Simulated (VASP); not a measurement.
Input:

```xyz
4
Lattice="3.4629 0.0000 0.0000 0.0000 3.4629 0.0000 0.0000 0.0000 3.4629" Properties=species:S:1:pos:R:3 pbc="T T T"
Si     0.0000     0.0000     0.0000
Ni     0.0000     1.7314     1.7314
Ni     1.7314     0.0000     1.7314
Ni     1.7314     1.7314     0.0000
```

The numbers are results of PBEsol GGA, VASP's PBE PAW potentials (set 64) (plane waves; VASP), not measurements. Numerical set-up: 520 eV cut-off, 9×9×9 Γ-centred mesh, first-order Methfessel-Paxton smearing of 0.10 eV, potentials Si Ni.

**Question.** The job: Ni3Si (L1_2), 4 atoms, PBEsol, static run, 520 eV, 9×9×9 Γ-centred mesh. Roughly how much core time does it take on a busy server core?

**Answer.** About 20 core-seconds (one run on a shared machine, a rough figure). It had 35 irreducible k-points, 21 bands, up to 1141 plane waves and 15 electronic steps.

The compound is Ni3Si in the L1_2 structure. It was relaxed first. The run is not spin-polarised, so no magnetic state was tried.
